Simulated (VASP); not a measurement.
Input:

```xyz
2
Lattice="0.0000 2.9540 2.9540 2.9540 0.0000 2.9540 2.9540 2.9540 0.0000" Properties=species:S:1:pos:R:3 pbc="T T T"
Ca     0.0000     0.0000     0.0000
Se     2.9540     2.9540     2.9540
```

The numbers are results of optB86b-vdW, VASP's PBE PAW potentials (set 64) (plane waves; VASP 6.6.1), not measurements. Run with 520 eV cut-off, 8×8×8 Γ-centred mesh, Gaussian smearing of 0.050 eV, potentials Ca_sv Se.

Estimate the energy per atom (σ→0), band gap (on the k-mesh) with the smallest direct gap where there is one.

The band gap (on the k-mesh) is 2.01 eV, the smallest direct gap (on the k-mesh) is 2.94 eV and the energy per atom (σ→0) is -2.871 eV/atom.

Only differences to runs with the same potentials and settings are physical.

The compound is CaSe in the rock salt structure. It was relaxed first.
